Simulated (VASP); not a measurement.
Input for VASP

### INCAR
```
# general
SYSTEM   =  TiB2
PREC     =  Accurate
ENCUT    =  520   # plane-wave cut-off (eV)
LREAL    =  .FALSE.
LASPH    =  .TRUE.   # aspherical one-centre terms

# electronic loop
EDIFF    =  1E-7
NELM     =  100
ALGO     =  Normal
LMAXMIX  =  4   # l cut-off of mixed one-centre charges

# smearing
ISMEAR   =  -5

# functional
GGA      =  PE   # PBE
IVDW     =  13   # D4

# ions
ISIF     =  2

# output
LWAVE    =  .FALSE.
LCHARG   =  .TRUE.
LORBIT   =  11   # lm-projected
NEDOS    =  601   # DOS grid

# other
LEFG     =  .TRUE.
```

KPOINTS:
```
K-points
0
G
 13 13 11
```

POSCAR:
```
TiB2
1.0
  1.5045848366  -2.6060174073   0.0000000000
  1.5045848366   2.6060174073   0.0000000000
  0.0000000000   0.0000000000   3.1725017395
Ti B
1 2
Direct
  0.0000000000   0.0000000000   0.0000000000
  0.3333330000   0.6666670000   0.5000000000
  0.6666670000   0.3333330000   0.5000000000
```

POTCAR, in this order: Ti_sv B (PBE.64 set). Program: vasp_std.

Q: Translate this PBE-D4 calculation to Ansatz.

A: One equivalent input (not run):
Ansatz 0.2 input:
```yaml
crystal:
  lattice:
    - [1.5045848, -2.6060174, 0.0000000]
    - [1.5045848, 2.6060174, 0.0000000]
    - [0.0000000, 0.0000000, 3.1725017]
  atoms:
    - { symbol: Ti, position: [0.0000000, 0.0000000, 0.0000000] }
    - { symbol: B, position: [0.3333330, 0.6666670, 0.5000000] }
    - { symbol: B, position: [0.6666670, 0.3333330, 0.5000000] }
kpoints:
  mp_grid: { grid: [13, 13, 11] }
hamiltonian:
  xc: pbe
  dispersion: d4
  pseudopotentials: { kind: paw }
scf:
  occupations: { method: tetrahedron }
  max_iter: 100
output: { forces: true, stress: true, eigenvalues: true }
```
The two are equivalent in intent, not identical: each code has its own PAW files, so the cut-off isn't converted (ENCUT is set for VASP's; basis.ecutwfc is left out, and Ansatz then takes the one that its files recommend); Ansatz stops its SCF on the density residual and VASP on the energy change (EDIFF); the field gradients of LEFG aren't asked of the other code.

The compound is TiB2 in the AlB2 type structure. It was relaxed first.
